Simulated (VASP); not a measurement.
OSZICAR of a VASP run on InAs (zinc blende):

OSZICAR:
```
       N       E                     dE             d eps       ncg     rms          rms(c)
DAV:   1     0.118194900670E+03    0.11819E+03   -0.82857E+03  1222   0.139E+03
DAV:   2     0.625376125332E+01   -0.11194E+03   -0.10937E+03  1252   0.312E+02
DAV:   3    -0.237688160785E+01   -0.86306E+01   -0.85592E+01  1617   0.920E+01
DAV:   4    -0.262626503277E+01   -0.24938E+00   -0.24915E+00  1397   0.182E+01
DAV:   5    -0.263733759818E+01   -0.11073E-01   -0.11072E-01  1739   0.328E+00    0.336E+00
DAV:   6    -0.234361104616E+01    0.29373E+00   -0.65085E-01  1773   0.106E+01    0.177E+00
DAV:   7    -0.233211036447E+01    0.11501E-01   -0.11728E-01  1340   0.233E+00    0.621E-01
DAV:   8    -0.233095636249E+01    0.11540E-02   -0.94701E-03  1507   0.116E+00    0.165E-01
DAV:   9    -0.233100736737E+01   -0.51005E-04   -0.20393E-03  1477   0.518E-01    0.116E-01
DAV:  10    -0.233100529485E+01    0.20725E-05   -0.10316E-04  1527   0.100E-01    0.718E-02
DAV:  11    -0.233100825125E+01   -0.29564E-05   -0.45666E-05  1402   0.781E-02    0.409E-02
DAV:  12    -0.233100828269E+01   -0.31436E-07   -0.10835E-05  1432   0.363E-02    0.299E-03
DAV:  13    -0.233100823604E+01    0.46650E-07   -0.37782E-07  1416   0.407E-03
   1 F= -.23310082E+01 E0= -.23310688E+01  d E =0.181586E-03
```

Q: Which electronic solver shows in the log?

A: It is blocked Davidson (ALGO = Normal, or the opening steps of other solvers). The INCAR had ALGO = Normal.

Q: Can the final energy be trusted as converged?

A: The run converged. It stopped with EDIFF = 1E-7, NELM = 100 (vdW-DF2, plane waves, VASP's PBE PAW potentials (set 64)).

The compound is InAs in the zinc blende structure. This cell is one point of a volume scan, at 1.06 of the reference volume.
